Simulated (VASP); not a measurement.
Consider the following.

```yaml
crystal:
  lattice:
    - [0.00000, 1.99511, 1.99511]
    - [1.99511, 0.00000, 1.99511]
    - [8.04962, 8.04962, -0.06918]
  atoms:
    - { symbol: Rh, position: [0.00000, 0.00000, 0.00000] }
    - { symbol: Au, position: [0.01112, 0.01112, 0.24166] }
    - { symbol: Au, position: [0.00000, 0.00000, 0.50000] }
    - { symbol: Au, position: [0.98888, 0.98888, 0.75834] }
```

All values below come from PBEsol GGA, VASP's PBE PAW potentials (set 64) (plane waves; VASP). Run with 400 eV cut-off, 15×15×4 Γ-centred mesh, tetrahedra with Blöchl corrections, potentials Rh_pv Au.

The cores are frozen, which limits the accuracy of field gradients.

Question: Give the principal components of the electric field gradient (V/Å²) and the asymmetry η at each nucleus.

Answer: 
| atom | Vxx | Vyy | Vzz | η |
|---|---|---|---|---|
| Rh1 | 31.8 | 31.8 | -63.7 | 0.00 |
| Au2 | -16.3 | -16.3 | 32.5 | 0.00 |
| Au3 | -17.3 | -17.3 | 34.6 | 0.00 |
| Au4 | -16.3 | -16.3 | 32.5 | 0.00 |

The structure was generated: Au3Rh was put into an ordered model structure (R-3m), which need not be its known phase. It was relaxed first.
